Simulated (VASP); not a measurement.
Calculation: PBEsol GGA, VASP's PBE PAW potentials (set 64) (plane waves; VASP).

VASP input:

POSCAR:
```
MoS2
1
    1.5712819913    -2.7215399707     0.0000000000
    1.5712819913     2.7215399707     0.0000000000
    0.0000000000     0.0000000000    12.5773343701
Mo S
2 4
Direct
  0.3333330000   0.6666670000   0.2500000000
  0.6666670000   0.3333330000   0.7500000000
  0.3333330000   0.6666670000   0.8738888999
  0.6666670000   0.3333330000   0.3738888999
  0.6666670000   0.3333330000   0.1261111001
  0.3333330000   0.6666670000   0.6261111001
```

File KPOINTS:
```
kpoints
0
gamma
  10 10 2
0 0 0
```

INCAR:
```
EDIFFG = -0.01
LASPH = .TRUE.   # aspherical one-centre terms
NSW = 30   # most ionic steps
ENCUT = 520
ISMEAR = 0   # Gaussian
NELM = 100   # most electronic steps
IBRION = 2   # conjugate gradients
SIGMA = 0.05   # width (eV)
LMAXMIX = 4
ALGO = Normal   # blocked Davidson
LCHARG = .FALSE.
LWAVE = .FALSE.
ISIF = 4   # ions and shape, fixed volume
EDIFF = 1E-7   # SCF stop (eV)
SYSTEM = MoS2
LREAL = .FALSE.
PREC = Accurate
GGA = PS   # PBEsol
```

POTCAR, in this order: Mo_sv S (PBE.64 set). Program: vasp_std.

What VASP printed:

File OUTCAR:
```
 ion  position               nearest neighbor table
   1  0.333  0.667  0.250-   4 2.39   5 2.39   4 2.39   5 2.39   4 2.39   5 2.39
   2  0.667  0.333  0.750-   3 2.39   6 2.39   3 2.39   6 2.39   3 2.39   6 2.39
   3  0.333  0.667  0.874-   2 2.39   2 2.39   2 2.39
   4  0.667  0.333  0.374-   1 2.39   1 2.39   1 2.39
   5  0.667  0.333  0.126-   1 2.39   1 2.39   1 2.39
   6  0.333  0.667  0.626-   2 2.39   2 2.39   2 2.39
  LATTYP: Found a hexagonal cell.
 ALAT       =     3.1425637477
 C/A-ratio  =     4.0022527401
 Subroutine PRICEL returns:
 Original cell was already a primitive cell.
 Subroutine GETGRP returns: Found 24 space group operations
The static configuration has the point symmetry D_3d.
 The point group associated with its full space group is D_6h.
The dynamic configuration has the point symmetry D_3d.
 Subroutine INISYM returns: Found 24 space group operations
 Subroutine IBZKPT returns following result:
 Found     28 irreducible k-points:

 Following reciprocal coordinates:
            Coordinates               Weight
  0.000000  0.000000  0.000000      1.000000
  0.100000  0.000000  0.000000      6.000000
  0.200000  0.000000  0.000000      6.000000
  0.300000 -0.000000  0.000000      6.000000
  0.400000  0.000000  0.000000      6.000000
  0.500000  0.000000  0.000000      3.000000
  0.100000  0.100000  0.000000      6.000000
  0.200000  0.100000  0.000000     12.000000
  0.300000  0.100000  0.000000     12.000000
  0.400000  0.100000  0.000000     12.000000
  0.200000  0.200000  0.000000      6.000000
  0.300000  0.200000  0.000000     12.000000
  0.400000  0.200000  0.000000      6.000000
  0.300000  0.300000  0.000000      6.000000
  0.000000  0.000000  0.500000      1.000000
  0.100000  0.000000  0.500000      6.000000
  0.200000  0.000000  0.500000      6.000000
  0.300000 -0.000000  0.500000      6.000000
...
```

OSZICAR:
```
       N       E                     dE             d eps       ncg     rms          rms(c)
DAV:   1     0.455194327533E+03    0.45519E+03   -0.29566E+04  1920   0.159E+03
DAV:   2    -0.232250537300E+02   -0.47842E+03   -0.46788E+03  2180   0.402E+02
DAV:   3    -0.491953555993E+02   -0.25970E+02   -0.25785E+02  2239   0.811E+01
DAV:   4    -0.497804025996E+02   -0.58505E+00   -0.58334E+00  2121   0.122E+01
DAV:   5    -0.497981391870E+02   -0.17737E-01   -0.17730E-01  2277   0.191E+00    0.371E+01
DAV:   6    -0.476052355989E+02    0.21929E+01   -0.20613E+01  1961   0.245E+01    0.129E+01
DAV:   7    -0.472355461236E+02    0.36969E+00   -0.90468E+00  1943   0.151E+01    0.854E+00
DAV:   8    -0.469043919899E+02    0.33115E+00   -0.15015E+00  2240   0.679E+00    0.294E+00
DAV:   9    -0.469139058335E+02   -0.95138E-02   -0.16800E-01  2318   0.190E+00    0.134E+00
DAV:  10    -0.469058770742E+02    0.80288E-02   -0.63126E-02  2111   0.141E+00    0.307E-01
DAV:  11    -0.469057892679E+02    0.87806E-04   -0.29261E-03  2193   0.302E-01    0.162E-01
DAV:  12    -0.469057359936E+02    0.53274E-04   -0.27962E-04  2133   0.879E-02    0.801E-02
DAV:  13    -0.469057353829E+02    0.61067E-06   -0.24323E-04  2329   0.792E-02    0.206E-02
DAV:  14    -0.469057340760E+02    0.13070E-05   -0.29482E-05  2069   0.310E-02    0.193E-02
DAV:  15    -0.469057345787E+02   -0.50272E-06   -0.28268E-06  2066   0.931E-03    0.402E-03
DAV:  16    -0.469057343472E+02    0.23150E-06   -0.88370E-07  1890   0.528E-03    0.945E-04
DAV:  17    -0.469057344280E+02   -0.80838E-07   -0.95691E-08  1407   0.159E-03
   1 F= -.46905734E+02 E0= -.46905734E+02  d E =-.469057E+02
```

**OUTCAR**
```
------------------------ aborting loop because EDIFF is reached ----------------------------------------
  FORCE on cell =-STRESS in cart. coord.  units (eV):
  Direction    XX          YY          ZZ          XY          YZ          ZX
  --------------------------------------------------------------------------------------
  Total       -0.0511646     -0.0511646      0.0369688      0.0000000      0.0000000      0.0000000
  in kB       -0.7620660     -0.7620659      0.5506288      0.0000000      0.0000000      0.0000000
  external PRESSURE =      -0.3245010 kB  Pullay stress =       0.0000000 kB
  volume of cell :      107.57
      direct lattice vectors                 reciprocal lattice vectors
     1.571281991 -2.721539971  0.000000000     0.318211500 -0.183719514  0.000000000
     1.571281991  2.721539971  0.000000000     0.318211500  0.183719514  0.000000000
     0.000000000  0.000000000 12.577334370     0.000000000  0.000000000  0.079508103
 POSITION                                       TOTAL-FORCE (eV/Angst)
 -----------------------------------------------------------------------------------
      1.57128      0.90718      3.14433         0.000000      0.000000      0.000000
      1.57128     -0.90718      9.43300        -0.000000      0.000000      0.000000
      1.57128      0.90718     10.99119         0.000000     -0.000000      0.009709
      1.57128     -0.90718      4.70253         0.000000      0.000000      0.009709
      1.57128     -0.90718      1.58614         0.000000      0.000000     -0.009709
      1.57128      0.90718      7.87481         0.000000     -0.000000     -0.009709
 -----------------------------------------------------------------------------------
    total drift:                                0.000220      0.001602     -0.000031
  FREE ENERGIE OF THE ION-ELECTRON SYSTEM (eV)
  ---------------------------------------------------
  free  energy   TOTEN  =       -46.9057344280 eV

  energy  without entropy=      -46.9057344280  energy(sigma->0) =      -46.90573443

 reached required accuracy - stopping structural energy minimisation
```
(Selected blocks of OUTCAR.)

Without a dispersion term in the relaxation, distances and binding between the weakly bound layers, chains or molecules are unreliable, and so is what depends on them.

The compound is MoS2 in the 2H layered structure. It was relaxed first.
